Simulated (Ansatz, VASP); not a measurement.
## Cross-check of VSeS (1T-VSSe monolayer) between VASP and Ansatz

One calculation is typed for both programs; each brings its own data sets. How far apart do they land? The structure shown is the start of the Ansatz relaxation below; VASP solves that cell, so the two are compared at the walk's first step.

Main program and level: Ansatz 0.2.0; plane waves, with VASP 6.6.1 beside it; single point at PBE with D3(BJ).

## (1) Set-up

The cell holds 3 atoms: 1 Se, 1 V and 1 S. Its edges and angles: a = 3.250 Å, b = 3.250 Å, c = 37.766 Å, α = 90.0°, β = 90.0°, γ = 120.0°. Vacuum lies along c.

## (2) Ansatz: relaxation, PBE with D3(BJ)

Ansatz runs on its default PAW (the set named soft_2) files.

The two programs are compared at the cell with which this relaxation starts, whose forces are those of its first step.

Input file input.yaml:

```yaml
crystal:
  lattice:
    - [3.25, 0.0, 0.0]
    - [-1.625, 2.8145825623, 0.0]
    - [0.0, 0.0, 37.7660927913]
  atoms:
    - { symbol: Se, position: [0.6666666667, 0.3333333333, 0.4554349875] }
    - { symbol: V, position: [0.0, 0.0, 0.5029758306], spin: 1.0 }
    - { symbol: S, position: [0.3333333333, 0.6666666667, 0.5445650125] }
  periodic: [true, true, false]
magnetization:
  spin_polarized: true
kpoints:
  mp_grid: { grid: [12, 12, 1] }
hamiltonian:
  xc: pbe
  dispersion: d3bj
scf:
  occupations: { method: fermi_dirac, width: 0.05 }
  convergence: { dr2_threshold: 1.0e-09 }
relax:
  f_tol: 0.004
  max_steps: 90
  cell: {}
output:
  write_potential: true
  write_density: true
  volumetric_format: npy
```

On the command line:

```sh
$ ansatz run input.yaml --threads 2 --pin off --max-ram 3072MiB --backend cpu --events-out ev --progress --plain --runs-dir out
```

Numbers of over 12 decimals in the logs are rounded to 6 here.

Log:

```text
Warning: relax.cell: scf.convergence.dr2_threshold = 1e-9 eV is looser than the 1.6792382221e-10 eV advised for a relaxation that steers and ends on the stress (1e-10 eV for each atom of the cell: 3, times the square of relax.cell.stress_2d_tol = 0.05 N/m over 13.4 Å (the atoms' height at the walk's start and 5 Å past either face), 3.741e-2 GPa, over a crystal's default 0.05). What an SCF threshold leaves in a stress goes as its square root, and in the free energy as the threshold itself, and one threshold admits the most on a small cell: [figures from the program's tests cut] Set scf.convergence.dr2_threshold to 1.6792382221e-10 eV or tighter. [rest of the remark cut]
Engine: ansatz 0.2.0, x86_64-unknown-linux-gnu
Pseudopotentials: kind: paw
Pseudopotential: Se, paw, valence charge 16, recommended cutoff 420 eV (normal), Se.paw.azcp
Pseudopotential: V, paw, valence charge 13, recommended cutoff 420 eV (normal), V.paw.azcp
Pseudopotential: S, paw, valence charge 6, recommended cutoff 420 eV (normal), S.paw.azcp
Functional definition: PBE
  parameter kappa = 0.804
  parameter beta = 0.066725
  exchange = pbe_x(kappa = kappa, mu = beta*pi^2/3)
  correlation = pbe_c(beta = beta)
Crystal: 3 atoms, lattice volume = 345.461 Å³
Basis set: ecut = 420 eV, 6895 PW (Γ), exchange–correlation on 48×48×512 points (8 copies of the dense FFT grid, shifted against one another)
Bands: 22, of which v1, the nominal top of the filled ones, is band 18 counted from 1 (17 counted from 0)
Symmetry: 6 space group operations
Space group: P3m1 (ITA 156), of the structure as read, at distance tolerance 7.0e-5 Å
Magnetic group: BNS 156.49 (UNI 1279), of the structure as read, at distance tolerance 7.0e-5 Å
k-points: 19 of 144 (time reversal used)
Non-local potential: Se, projectors of the file, l = 0: 2, l = 1: 2, l = 2: 3, l = 3: 1
Non-local potential: V, projectors of the file, l = 0: 3, l = 1: 2, l = 2: 3, l = 3: 1
Non-local potential: S, projectors of the file, l = 0: 2, l = 1: 2, l = 2: 2
PAW form: soft (Blöchl's): semilocal exchange-correlation on the pseudo side does not see the compensation charge
PAW one-centre angular grid: Se, 590 points (default); XC on 64 Gauss nodes
PAW one-centre angular grid: V, 590 points (default); XC on 64 Gauss nodes
PAW one-centre angular grid: S, 110 points (default); XC on 64 Gauss nodes
Initial density: superposition of atomic densities (neutral atoms: chi_scale 0, normalization atom)
Starting moments: Σ|m| = 1 μB on 1 of 3 sites
Initial wavefunctions: pseudopotential atomic-orbital guess
Functional: x = pbe(κ = 0.804, μ = 0.219515), c = pbe(β = 0.066725)
SCF iter   1: F=—  HF=-9287.271590 eV  |F-HF|=—  |Δ(HF+E_count)|=         —  Δρ=1.27e-2 (↑1.27e-2 ↓9.22e-3)  dr2=2.52e0  dr2_m=3.63e-2  M=0.716 μB ∫|m|=0.958 μB  β_m=0.30  ethr=3.10e-3  ⟨swp⟩=14.7  Hψ=6368  notcnv=0
Mixer restart at iter 1: flushing history
preconditioner: auto → LDOS  [metal: Δε(μ)=0.043 eV  Ē_g=7.219 eV  σ=0.050 eV  W_gap=0.21  n_scr=22 (ndim 8)  ℏωp=8.2 eV  f_vac=0.801  D(μ)=1.16/eV (n_scr^D=8)]
spin=Collinear: LDOS preconditioning applied to the charge; magnetization (m = ρ↑ − ρ↓) channel mixes plain (no charge-response kernel on spin).
SCF iter   2: F=—  HF=-9286.607987 eV  |F-HF|=—  |Δ(HF+E_count)|=   6.64e-1  Δρ=6.77e-3 (↑6.77e-3 ↓5.20e-3)  dr2=5.54e-1  dr2_m=1.43e-2  M=0.721 μB ∫|m|=0.978 μB  β_m=0.41  ethr=3.10e-3  ⟨swp⟩=2.9  Hψ=1647  notcnv=0
SCF iter   3: F=—  HF=-9286.479697 eV  |F-HF|=—  |Δ(HF+E_count)|=   1.28e-1  Δρ=2.16e-3 (↑1.95e-3 ↓2.16e-3)  dr2=2.87e-2  dr2_m=2.45e-3  M=0.723 μB ∫|m|=0.992 μB  β_m=0.65  ethr=1.58e-3  ⟨swp⟩=3.4  Hψ=1849  notcnv=0
SCF iter   4: F=—  HF=-9286.508232 eV  |F-HF|=—  |Δ(HF+E_count)|=         —  Δρ=1.34e-3 (↑1.34e-3 ↓4.73e-4)  dr2=9.69e-3  dr2_m=1.23e-3  M=0.705 μB ∫|m|=0.959 μB  β_m=0.65  ethr=8.21e-5  ⟨swp⟩=3.1  Hψ=1929  notcnv=0
SCF iter   5: F=—  HF=-9286.507042 eV  |F-HF|=—  |Δ(HF+E_count)|=         —  Δρ=1.84e-4 (↑1.43e-4 ↓1.84e-4)  dr2=2.20e-4  dr2_m=1.19e-5  M=0.714 μB ∫|m|=0.975 μB  β_m=0.65  ethr=2.77e-5  ⟨swp⟩=2.7  Hψ=1533  notcnv=0
SCF iter   6: F=—  HF=-9286.507187 eV  |F-HF|=—  |Δ(HF+E_count)|=   1.45e-4  Δρ=8.66e-5 (↑7.78e-5 ↓8.66e-5)  dr2=8.65e-5  dr2_m=5.37e-6  M=0.715 μB ∫|m|=0.975 μB  β_m=0.72  ethr=6.28e-7  ⟨swp⟩=3.4  Hψ=1856  notcnv=0
[...]
SCF iter   4: F=—  HF=-9286.834074 eV  |F-HF|=—  |Δ(HF+E_count)|=   7.40e-8  Δρ=3.83e-6 (↑1.44e-6 ↓3.83e-6)  dr2=3.87e-8  dr2_m=1.46e-8  M=0.542 μB ∫|m|=0.697 μB  β_m=0.86  ethr=4.34e-10  ⟨swp⟩=2.7  Hψ=1748  notcnv=0
SCF iter   5: F=—  HF=-9286.834074 eV  |F-HF|=—  |Δ(HF+E_count)|=   1.79e-8  Δρ=2.11e-6 (↑2.11e-6 ↓1.36e-6)  dr2=6.17e-9  dr2_m=8.02e-9  M=0.542 μB ∫|m|=0.697 μB  β_m=0.87  ethr=1.11e-10  ⟨swp⟩=3.0  Hψ=1806  notcnv=0
SCF iter   6: F=—  HF=-9286.834074 eV  |F-HF|=—  |Δ(HF+E_count)|=   5.77e-8  Δρ=3.75e-7 (↑2.34e-7 ↓3.75e-7)  dr2=7.28e-10  dr2_m=7.75e-11  M=0.542 μB ∫|m|=0.697 μB  β_m=0.87  ethr=1.76e-11  ⟨swp⟩=3.0  Hψ=1828  notcnv=0
SCF iter   7: F=-9286.834074 eV  HF=-9286.834074 eV  |F-HF|=5.04e-10  |Δ(HF+E_count)|=   1.67e-8  Δρ=9.42e-8 (↑8.12e-8 ↓9.42e-8)  dr2=1.95e-10  dr2_m=1.90e-12  M=0.542 μB ∫|m|=0.697 μB  ethr=2.08e-12  ⟨swp⟩=8.0  Hψ=5942  notcnv=0
SCF 6 converged in 7 iterations: F = -9286.834074 eV  dr2 = 1.95e-10
relax step   6: F+E_penalty+E_count = -9286.83407386 eV  Δ(F+E_penalty+E_count) = -9.552e-6 eV  max|allowed force component| = 6.957e-4 eV/Å  Δτ_max = 0.0005 Å  P = -0.002 N/m  Ω = 339.649 Å³  energy of the carried Pulay correction = +1.299e-4 eV  fix = [c, alpha, beta]  reactions: c -0.000 N/m  (7 SCF iters, accepted)
Initial wavefunctions: pseudopotential atomic-orbital guess (no wavefunctions were taken with the density)
iter 1 solved again at ethr=7.94e-8 eV; its pass at ethr=3.10e-3 eV (dr2=2.78e-5 eV) is discarded
SCF iter   1: F=—  HF=-9286.833917 eV  |F-HF|=—  |Δ(HF+E_count)|=         —  Δρ=4.17e-6 (↑4.17e-6 ↓4.00e-6)  dr2=1.18e-7  dr2_m=2.08e-9  M=0.542 μB ∫|m|=0.697 μB  β_m=0.65  ethr=7.94e-8  ⟨swp⟩=6.2  Hψ=9866  notcnv=0
spin=Collinear: LDOS preconditioning applied to the charge; magnetization (m = ρ↑ − ρ↓) channel mixes plain (no charge-response kernel on spin).
SCF iter   2: F=—  HF=-9286.833923 eV  |F-HF|=—  |Δ(HF+E_count)|=   6.55e-6  Δρ=2.52e-6 (↑2.52e-6 ↓1.77e-6)  dr2=4.75e-8  dr2_m=1.07e-9  M=0.542 μB ∫|m|=0.697 μB  β_m=0.54  ethr=3.37e-10  ⟨swp⟩=3.7  Hψ=1957  notcnv=0
SCF iter   3: F=—  HF=-9286.833923 eV  |F-HF|=—  |Δ(HF+E_count)|=   5.35e-9  Δρ=6.77e-7 (↑6.77e-7 ↓5.96e-7)  dr2=4.36e-9  dr2_m=3.28e-11  M=0.542 μB ∫|m|=0.697 μB  β_m=0.59  ethr=1.36e-10  ⟨swp⟩=2.6  Hψ=1214  notcnv=0
SCF iter   4: F=-9286.833923 eV  HF=-9286.833923 eV  |F-HF|=1.42e-8  |Δ(HF+E_count)|=   2.93e-8  Δρ=2.50e-7 (↑2.50e-7 ↓2.01e-7)  dr2=5.68e-10  dr2_m=3.92e-12  M=0.542 μB ∫|m|=0.697 μB  ethr=2.86e-12  ⟨swp⟩=11.3  Hψ=6832  notcnv=0
SCF 7 converged in 4 iterations: F = -9286.833923 eV  dr2 = 5.68e-10
relax step   7: F+E_penalty+E_count = -9286.83392310 eV  Δ(F+E_penalty+E_count) = +1.508e-4 eV  max|allowed force component| = 7.919e-4 eV/Å  Δτ_max = 0.0000 Å  P = +0.001 N/m  Ω = 339.649 Å³  fix = [c, alpha, beta]  reactions: c +0.000 N/m  stress off target by 6.24e-4 N/m on what of the cell is left free  SCF on the basis re-selected at this cell (its energy is not comparable with the rows above)  (4 SCF iters)
basis re-selected at this cell: Δ(F+E_penalty+E_count) = +1.508e-4 eV, ΔP = +0.003 N/m vs the last step (what re-selecting the basis moved, of the pressure what is left beyond the Pulay correction that the steps carried, after the strain that the cell walked since its last selection, with what the two solves' SCF thresholds leave and, on support functions, any second-order correction that the steps lacked; it is no m [...]
WARN: The output density's exchange-correlation potential varies sharply where the density is thin. Do not read a vacuum level from v_tot or v_xc, or from such a field of the output density. On a cell that repeats whose density bears no net charge and no dipole along the vacuum's axis use v_es (v_loc + v_h of the components); under efield.dipole_correction with no amplitude use v_es + v_field, which holds any externa [...]
SCF converged after 4 iterations
Magnetization: 0.5420 μB (17.7710 up, 17.2290 down)
Absolute magnetization: 0.6942 μB (∫|ρ↑−ρ↓|, with the PAW one-centre terms)
Spin contamination: 0.0147 ħ² per cell (⟨S²⟩ above its minimum at these occupations)
Per-site moments (μB) at R_I (Å): [(-0.037003, 1.024989), (0.479730, 0.962696), (-0.00507165, 0.962696)]
Free energy (F): -9286.833923 eV
Harris-Foulkes:  -9286.833923 eV  (|F-HF|=1.42e-8)
Internal energy: -9286.816939 eV  (E = F + TS)
E sigma→0 (E₀):  -9286.825431 eV
Entropy (-TS):   -0.016984 eV (-5.661 meV/atom)
Fermi energy:    -5.170606 eV
--- Per-component energies (eV) ---
  E_band       = -1110.364325
  E_kinetic    = 562.191648
  E_local      = -102289.760727  (includes V_loc(G=0)·N_el)
  E_nonlocal   = -613.344330
  E_hartree    = 50782.658937
  E_xc         = -332.318118
  E_vxc        = -351.707620  (∫ρ·V_xc dr)
  E_paw        = -3623.914315  (= ΣΔE_a)
  E_vpaw       = 16.937700  (= ΣTr[D̂ρ^β])
  E_aug_tail   = -0.000332  (compensation charges beyond the density's cutoff)
  E_ewald      = 46228.608925
  E_disp       = -0.938628  (pairwise vdW)
  E_smearing   = -0.016984  (= −TS)
  E_closure    = 0.000000  (closes the sum)
  Σ components = -9286.833923   (vs F -9286.833923, Δ=0.00e0)
--- Forces (eV/Å), atoms counted from 1 ---
  atom   1  Se    -0.00000000    -0.00000000    -0.00010733
  atom   2  V      0.00000000    -0.00000000    -0.00068338
  atom   3  S      0.00000000     0.00000000     0.00079247
  max |Σ_I F_I| component: 1.76e-6 eV/Å
--- 2D stress c σ (N/m, compression-positive) ---
        0.000624      -0.000000       0.000000
       -0.000000       0.000624       0.000000
        0.000000       0.000000       0.000000
  P = ½ c Tr σ = 0.0006 N/m
--- Band table (eV; the first three rows and the last of 38) ---
  k-point 0 ↑: bands = [... 14 lower, -7.5138, -5.5152, -5.5152, -5.2609, -4.2904, -4.2904, -1.7615, -1.7615]
  k-point 1 ↑: bands = [... 14 lower, -7.1594, -5.8909, -5.7086, -5.3496, -4.3477, -4.1678, -2.2116, -1.8612]
  k-point 2 ↑: bands = [... 14 lower, -7.1519, -6.7684, -6.0444, -5.4736, -4.3733, -4.0412, -2.8389, -2.0363]
  k-point 18 ↓: bands = [... 14 lower, -8.6294, -8.0140, -7.9761, -4.0445, -3.9943, -3.9563, -2.4998, -2.2536]
  the weakly bound empty levels are not read free of the cell's end (no_gap_told)
--- Relaxed structure (6 steps of the walk, 6 accepted, 1 SCFs on fresh bases) ---
  F+E_penalty+E_count = -9286.83392310 eV   max|allowed force component| = 7.919e-4 eV/Å   (the final SCF, on the basis selected at the relaxed cell)
  cell:  # Å, volume = 339.6494 Å³
    - [3.222546, 0, 0]
    - [-1.611273, 2.790807, 0]
    - [0, 0, 37.7660927913]
  atoms:
    - { symbol: Se, position: [0.666667, 0.333333, 0.459482] }
    - { symbol: V, position: [2.0267875874169978e-19, 0, 0.503094] }
    - { symbol: S, position: [0.333333, 0.666667, 0.540400] }
```

(Continued in part 2 of 2.)

[Lines on the potential files, build, host, timing and source positions are cut from VASP's logs without a mark.]

[Logs are printed without paths, hosts, clocks, repeated set-up lines and the standing remarks that a program may print on its own settings, such as how far it seeks lower states.]

[Hosts, paths, dates, database ids (printed as entryN), source tags and the programs' standing remarks are cut or masked in the printed files.]
